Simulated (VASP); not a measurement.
# LaMg6Si (Amm2) in VASP: a series of runs, part 2 of 2

VASP 6.6.1. The steps go on from the part before.

### Step 4. Atomic charges, optB88-vdW

INCAR

```
SYSTEM = LaMg6Si
PREC = Accurate
ENCUT = 520
EDIFF = 1E-7
ISMEAR = 0
SIGMA = 0.05
LREAL = .FALSE.
LASPH = .TRUE.
NELM = 100
ALGO = Fast
ISIF = 2
LWAVE = .FALSE.
LCHARG = .FALSE.
GGA = BO
LUSE_VDW = .TRUE.
AGGAC = 0.0
PARAM1 = 0.1833333333
PARAM2 = 0.22
LORBIT = 10
```

KPOINTS

```
regular mesh
0
G
  6 5 5
  0 0 0
```

POSCAR

```
LaMg6Si
1.0
    4.9002060000      0.0000000000      0.0000000000
    0.0000000000      2.9561180000      6.7304940000
    0.0000000000     -2.9561180000      6.7304940000
La Si Mg
1 1 6
Direct
    0.5000000000      0.1974220000      0.1974220000
    0.5000000000      0.6288580000      0.6288580000
    0.0000000000      0.7850820000      0.7850820000
    0.0000000000      0.3619110000      0.3619110000
    0.0000000000      0.3243910000      0.8211370000
    0.0000000000      0.8211370000      0.3243910000
    0.5000000000      0.1868530000      0.6943420000
    0.5000000000      0.6943420000      0.1868530000
```

Potentials or basis: VASP PAW PBE potentials, release 64 (La, Si, Mg).

Launch:

```
> cat potpaw_PBE.64/La/POTCAR potpaw_PBE.64/Si/POTCAR potpaw_PBE.64/Mg/POTCAR > POTCAR
> mpirun -np 1 vasp_std > vasp.out
```

OUTCAR:

```text
SYSTEM = LaMg6Si
   PREC = Accurate
   ENCUT = 520
   EDIFF = 1E-7
   ISMEAR = 0
   LREAL = .FALSE.
   LASPH = .TRUE.
   NELM = 100
   ISIF = 2
   GGA = BO
   LORBIT = 10

 ion  position               nearest neighbor table
   1  0.500  0.197  0.197-   2 3.10   2 3.10   4 3.30   4 3.30   6 3.32   5 3.32   5 3.32   6 3.32
                             8 3.60   7 3.60
   2  0.500  0.629  0.629-   7 2.94   8 2.94   5 2.95   6 2.95   5 2.95   6 2.95   1 3.10   1 3.10
                             3 3.23   3 3.23
   3  0.000  0.785  0.785-   4 3.13   4 3.13   5 3.21   6 3.21   2 3.23   2 3.23   8 3.54   7 3.54
                             7 3.54   8 3.54
   4  0.000  0.362  0.362-   7 3.06   8 3.06   7 3.06   8 3.06   3 3.13   3 3.13   5 3.20   6 3.20
                             1 3.30   1 3.30
   5  0.000  0.324  0.821-   6 2.94   2 2.95   2 2.95   6 2.98   7 3.03   7 3.03   4 3.20   3 3.21
                             1 3.32   1 3.32
   6  0.000  0.821  0.324-   5 2.94   2 2.95   2 2.95   5 2.98   8 3.03   8 3.03   4 3.20   3 3.21
                             1 3.32   1 3.32
   7  0.500  0.187  0.694-   8 2.91   2 2.94   8 3.00   5 3.03   5 3.03   4 3.06   4 3.06   3 3.54
                             3 3.54   1 3.60
   8  0.500  0.694  0.187-   7 2.91   2 2.94   7 3.00   6 3.03   6 3.03   4 3.06   4 3.06   3 3.54
                             3 3.54   1 3.60

  LATTYP: Found a base centered orthorhombic cell.
 ALAT       =     5.9122360000
 B/A-ratio  =     2.2768015350
 C/A-ratio  =     0.8288244921

  Lattice vectors:

 A1 = (   0.0000000000,   2.9561180000,  -6.7304940000)
 A2 = (   0.0000000000,   2.9561180000,   6.7304940000)
 A3 = (   4.9002060000,   0.0000000000,   0.0000000000)

Analysis of symmetry for initial positions (statically):
=====================================================================
 Subroutine PRICEL returns:
 Original cell was already a primitive cell.

 Routine SETGRP: Setting up the symmetry group for a
 base centered orthorhombic supercell.

 Subroutine GETGRP returns: Found  4 space group operations
 (whereof  4 operations were pure point group operations)
[... 177 lines left out ...]

  energy without entropy =       -6.79437292  energy(sigma->0) =       -6.79824651

 E-fermi :   3.8051     XC(G=0):  -8.8130

 val. band max:        3.8011674096   @ k =   0.3333   0.2000   0.2000
 cond. band min:       3.8114669656   @ k =   0.1667   0.4000   0.0000
 fundamental gap:      0.0102995560
 Fermi energy:         3.8050750820

 k-point     1 :       0.0000    0.0000    0.0000
  band No.  band energies     occupation
      1     -29.0303      2.00000
      2     -12.7553      2.00000
      3     -12.7468      2.00000
      4     -12.7415      2.00000
      5      -4.3364      2.00000
      6      -1.1560      2.00000
[... 481 lines left out ...]
      5      -3.4005      2.00000
      6      -0.9556      2.00000
[... 10 lines left out ...]
     17       5.3279      0.00000
     18       5.5967      0.00000

 [... further k-points ...]

------------------------ aborting loop because EDIFF is reached ----------------------------------------

  FORCE on cell =-STRESS in cart. coord.  units (eV):
  Direction    XX          YY          ZZ          XY          YZ          ZX
  --------------------------------------------------------------------------------------
  -------------------------------------------------------------------------------------
  Total       -0.5543770     -0.2949070     -0.2925770      0.0000000      0.0000000      0.0000000
  in kB       -4.5551509     -2.4231632     -2.4040184      0.0000000      0.0000000      0.0000000
  external PRESSURE =      -3.1274442 kB  Pullay stress =       0.0000000 kB

 VOLUME and BASIS-vectors are now :
 -----------------------------------------------------------------------------
  energy-cutoff  :      520.00
  volume of cell :      194.99
      direct lattice vectors                 reciprocal lattice vectors
     4.900206000  0.000000000  0.000000000     0.204073053  0.000000000  0.000000000
     0.000000000  2.956118000  6.730494000     0.000000000  0.169140745  0.074288752
     0.000000000 -2.956118000  6.730494000     0.000000000 -0.169140745  0.074288752

 POSITION                                       TOTAL-FORCE (eV/Angst)
 -----------------------------------------------------------------------------------
      2.45010      0.00000      2.65750         0.000000     -0.000000      0.016023
      2.45010      0.00000      8.46505         0.000000     -0.000000     -0.031545
      0.00000      0.00000     10.56798         0.000000     -0.000000      0.018809
      0.00000      0.00000      4.87168         0.000000     -0.000000      0.019669
      0.00000     -1.46844      7.70997         0.000000     -0.039999      0.003547
      0.00000      1.46844      7.70997         0.000000      0.039999      0.003547
      2.45010     -1.50020      5.93088         0.000000     -0.027929     -0.015025
      2.45010      1.50020      5.93088         0.000000      0.027929     -0.015025
 -----------------------------------------------------------------------------------
    total drift:                                0.000000     -0.000000     -0.028749

  FREE ENERGIE OF THE ION-ELECTRON SYSTEM (eV)
  ---------------------------------------------------
  free  energy   TOTEN  =        -6.8021201090 eV

  energy  without entropy=       -6.7943729175  energy(sigma->0) =       -6.79824651

Total vdW correction in eV:      7.3467928

 total charge

# of ion       s       p       d       f       tot
--------------------------------------------------
    1        2.002   5.619   0.819   0.103   8.543
    2        0.802   0.816   0.000   0.000   1.618
    3        0.196   0.106   0.009   0.000   0.311
    4        0.231   0.146   0.009   0.000   0.386
    5        0.229   0.130   0.016   0.000   0.375
    6        0.229   0.130   0.016   0.000   0.375
    7        0.220   0.134   0.012   0.000   0.366
    8        0.220   0.134   0.012   0.000   0.366
--------------------------------------------------
tot          4.131   7.216   0.892   0.103  12.341
```

OSZICAR:

```text
N       E                     dE             d eps       ncg     rms          rms(c)
DAV:   1     0.195199199841E+03    0.19520E+03   -0.89002E+03  1296   0.133E+03
DAV:   2     0.285313287843E+02   -0.16667E+03   -0.16298E+03  1752   0.240E+02
DAV:   3    -0.557903151130E+01   -0.34110E+02   -0.33274E+02  2132   0.112E+02
[... 34 lines left out ...]
RMM:  38    -0.680211962670E+01   -0.11510E-07   -0.28082E-06  1774   0.106E-02    0.111E-03
RMM:  39    -0.680211979101E+01   -0.16431E-06   -0.14550E-06  1306   0.705E-03    0.121E-03
RMM:  40    -0.680211992585E+01   -0.13484E-06   -0.11206E-06  1230   0.580E-03    0.127E-03
RMM:  41    -0.680212001465E+01   -0.88804E-07   -0.10760E-06  1221   0.497E-03    0.122E-03
RMM:  42    -0.680212001459E+01    0.60481E-10   -0.10102E-06  1254   0.616E-03    0.799E-04
RMM:  43    -0.680212010904E+01   -0.94449E-07   -0.86572E-07  1182   0.760E-03
   1 F= -.68021201E+01 E0= -.67982465E+01  d E =-.774719E-02
```

Run time: 14 min. Hardware: 1 thread of Intel Xeon 6975P-C (Granite Rapids), shared host; peak memory 1 GiB.

What came out:

| Item | Value |
| --- | --- |
| Free energy | -6.8021 eV |
| Pressure | -0.3 GPa |
| Largest force | 0.040 eV/Å |
| Band gap on the k mesh | none (metal or under the smearing width) |
| Valence electrons inside the program's atomic spheres | La 8.54; Si 1.62; Mg 0.31, 0.39, 0.38, 0.37 |

Forces on the atoms (eV/Å):
```
La   0.000  0.000  0.016
Si   0.000  0.000 -0.032
Mg   0.000  0.000  0.019
Mg   0.000  0.000  0.020
Mg   0.000 -0.040  0.004
Mg   0.000  0.040  0.004
Mg   0.000 -0.028 -0.015
Mg   0.000  0.028 -0.015
```

Caveat: the PAW data sets were made with another functional, which shifts forces and pressure a little. The run has no spin-orbit coupling, so splittings on La are missing.

### Step 5. Single point, r2SCAN+D3(BJ)

INCAR

```
SYSTEM = LaMg6Si
ALGO = Normal
AMIX = 0.2
AMIX_MAG = 0.8
BMIX = 1E-4
BMIX_MAG = 1E-4
EDIFF = 1E-6
ENCUT = 520
ISIF = 2
ISMEAR = 1
IVDW = 12
LASPH = .TRUE.
LCHARG = .FALSE.
LMIXTAU = .TRUE.
LREAL = .FALSE.
LWAVE = .FALSE.
METAGGA = R2SCAN
NBANDS = 24
NELM = 60
PREC = Accurate
SIGMA = 0.1
VDW_A1 = 0.49484001
VDW_A2 = 5.73083694
VDW_S6 = 1.0
VDW_S8 = 0.78981345
```

KPOINTS

```
k-points
0
G
  6 5 5
  0 0 0
```

POSCAR

```
LaMg6Si
1.0
    4.9002060000      0.0000000000      0.0000000000
    0.0000000000      2.9561180000      6.7304940000
    0.0000000000     -2.9561180000      6.7304940000
La Si Mg
1 1 6
Cartesian
    2.4501030000      0.0000000000      2.6574951729
    2.4501030000      0.0000000000      8.4650499917
    0.0000000000      0.0000000000     10.5679793810
    0.0000000000      0.0000000000      4.8716796281
    0.0000000000     -1.4684397920      7.7099693308
    0.0000000000      1.4684397920      7.7099693308
    2.4501030000     -1.5001973677      5.9308776603
    2.4501030000      1.5001973677      5.9308776603
```

Launch:

```
> cat potpaw_PBE.64/La/POTCAR potpaw_PBE.64/Si/POTCAR potpaw_PBE.64/Mg/POTCAR > POTCAR
> mpirun -np 1 vasp_std > vasp.out
```

Run time: 13 min. Hardware: 1 thread of Intel Xeon 6975P-C (Granite Rapids), shared host; peak memory 0.51 GiB.

The run converged. Its results:

```
Free energy                : -64.8977 eV
Pressure                   : -1.5 GPa
Largest force              : 0.101 eV/Å
Band gap on the k mesh     : none (metal or under the smearing width)
Dispersion energy per atom : -0.143 eV
```

Forces on the atoms (eV/Å):
```
La   0.000  0.000  0.032
Si   0.000  0.000 -0.101
Mg   0.000  0.000  0.042
Mg   0.000  0.000  0.035
Mg   0.000  0.000 -0.048
Mg   0.000  0.000 -0.048
Mg   0.000 -0.003  0.044
Mg   0.000  0.003  0.044
```

Stress tensor (GPa, compression positive):
```
-1.68  0.00  0.00
 0.00 -1.18  0.00
 0.00  0.00 -1.53
```

Levels at points of the mesh, in eV from the Fermi level:
```tsv
k point	band 11	band 12	band 13	band 14	band 15	band 16
(0.00, 0.00, 0.00)	-1.57	-1.11	-0.13	0.27	1.12	1.24
(0.50, 0.00, 0.00)	-2.03	-1.19	-0.88	-0.41	-0.21	0.93
```

Caveat: the PAW data sets were made with another functional, which shifts forces and pressure a little; pairwise dispersion overbinds metals, which lowers pressure and volume.

### Step 6. The reference run

An earlier run on the cell as given: functional PBE; potentials or basis VASP PAW PBE potentials, release 64 (La, Si, Mg); cutoff 520 eV; k mesh 6 × 5 × 5; occupations fermi-dirac, width 0.05 eV; no spin polarisation.

* Pressure: -0.1 GPa
* Largest force: 0.028 eV/Å
* Band gap on the k mesh: none (metal or under the smearing width)

### Step 7. Summary

```tsv
task	level	potentials or basis	cutoff (eV)	smearing	other keys	gap on the mesh (eV)	pressure (GPa)	largest force (eV/Å)
single point	LDA	VASP PAW LDA potentials, release 64 (La, Si, Mg)	500	gaussian 0.02 eV	-	none	-2.8	0.05
atomic charges	optB88-vdW	VASP PAW PBE potentials, release 64 (La, Si, Mg)	520	gaussian 0.05 eV	-	none	-0.3	0.04
single point	r2SCAN+D3(BJ)	VASP PAW PBE potentials, release 64 (La, Si, Mg)	520	methfessel-paxton 0.1 eV	AMIX = 0.2; BMIX = 0.0001; AMIX_MAG = 0.8; BMIX_MAG = 0.0001; …	none	-1.5	0.10
single point	PBE	VASP PAW PBE potentials, release 64 (La, Si, Mg)	520	fermi-dirac 0.05 eV	-	none	-0.1	0.03
```

Alike in all rows: no spin polarisation; cell as given; k mesh 6 × 5 × 5.

Caveats: the PAW data sets were made with another functional, which shifts forces and pressure a little (some runs); pairwise dispersion overbinds metals, which lowers pressure and volume (some runs).

Absolute energies hang on the potentials; compare differences alone.
